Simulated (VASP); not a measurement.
The system is PtSe2 (Sudovikovite).

```xyz
3
Lattice="3.7240 0.0000 0.0000 -1.8620 3.2251 0.0000 0.0000 0.0000 5.0620" Properties=species:S:1:pos:R:3 pbc="T T T"
Pt    0.0000    0.0000    0.0000
Se    0.0000    2.1501    1.2655
Se    1.8620    1.0750    3.7965
```

| Property | Result |
| --- | --- |
| Program | VASP 6.6.1 |
| Task | relaxation of cell and atoms |
| Functional | PBE |
| Dispersion | D3(BJ) |
| Potentials or basis | VASP PAW PBE potentials, release 64 (Pt, Se) |
| Cutoff | 600 eV |
| k mesh | 9 × 9 × 5 |
| Occupations | gaussian, width 0.03 eV |
| Spin | no spin polarisation |

At the start: pressure 3.5 GPa; volume 20.27 Å³/atom.

Problem. How do energy, volume and symmetry change on relaxing?

Solution. Over 20 steps the energy falls by 17.0 meV/atom and the volume is 19.74 Å³/atom (-2.6 %); space group P-3m1 (No. 164, to 0.05 Å).

The path:
| step | energy change (eV) | largest force (eV/Å) | pressure (GPa) | volume (Å³) |
| --- | --- | --- | --- | --- |
| 1 | 0.0000 | 0.6006 | 3.50 | 60.80 |
| 2 | 0.0320 | 0.3870 | -5.82 | 64.77 |
| 3 | -0.0234 | 0.1841 | -0.55 | 62.31 |
| 4 | -0.0234 | 0.1918 | -0.48 | 62.28 |
| 5 | -0.0282 | 0.1640 | -0.42 | 61.93 |
| 6 | -0.0396 | 0.0765 | -0.22 | 60.88 |
| 7 | -0.0415 | 0.1775 | 0.61 | 58.80 |
| 8 | -0.0449 | 0.0420 | 0.19 | 59.80 |
| 9 | -0.0491 | 0.0906 | -0.42 | 59.66 |
| 10 | -0.0495 | 0.1121 | -0.67 | 59.60 |
| 11 | -0.0493 | 0.0600 | 0.92 | 58.67 |
| 12 | -0.0507 | 0.0292 | 0.08 | 59.15 |
| 13 | -0.0508 | 0.0204 | -0.01 | 59.21 |
| 14 | -0.0509 | 0.0172 | -0.04 | 59.23 |
| 15 | -0.0509 | 0.0155 | -0.02 | 59.24 |
| 16 | -0.0509 | 0.0129 | -0.08 | 59.26 |
| 17 | -0.0509 | 0.0153 | -0.06 | 59.25 |
| 18 | -0.0509 | 0.0123 | 0.13 | 59.21 |
| 19 | -0.0509 | 0.0006 | 0.03 | 59.23 |
| 20 | -0.0509 | 0.0018 | 0.02 | 59.23 |

Final structure:
```xyz
3
Lattice="3.7698 0.0000 0.0000 -1.8849 3.2648 0.0000 0.0000 0.0000 4.8123" Properties=species:S:1:pos:R:3 pbc="T T T"
Pt    0.0000    0.0000    0.0000
Se    0.0000    2.1765    1.2831
Se    1.8849    1.0883    3.5291
```

Caveat: pairwise dispersion overbinds metals, which lowers pressure and volume.
